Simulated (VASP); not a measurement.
Given:

```
CELL_PARAMETERS angstrom
      1.83513    -3.17854     0.00000
      1.83513     3.17854     0.00000
      0.00000     0.00000     7.81196
ATOMIC_POSITIONS crystal
  Hf 0.00000 0.00000 0.00000
  S  0.33333 0.66667 0.18484
  S  0.66667 0.33333 0.81516
```

Level of theory: revPBE GGA, VASP's PBE PAW potentials (set 64) (plane waves; VASP). Run with 520 eV cut-off, Gaussian smearing of 0.050 eV, potentials Hf_pv S.

Without a dispersion term in the relaxation, distances and binding between the weakly bound layers, chains or molecules are unreliable, and so is what depends on them. Unless said otherwise, spin-orbit coupling is left out, though it shifts the bands of the heavy elements here.

Task: What does the run give for the band gap (along the path) with the smallest direct gap where there is one?

Result: 
The band gap (along the path) is 1.39 eV and the smallest direct gap (along the path) is 2.14 eV.

The absolute energy has meaning only against runs of the same code, potentials and settings.

The compound is HfS2 in the 1T layered structure. It was relaxed first, which changed the volume by +37 %.
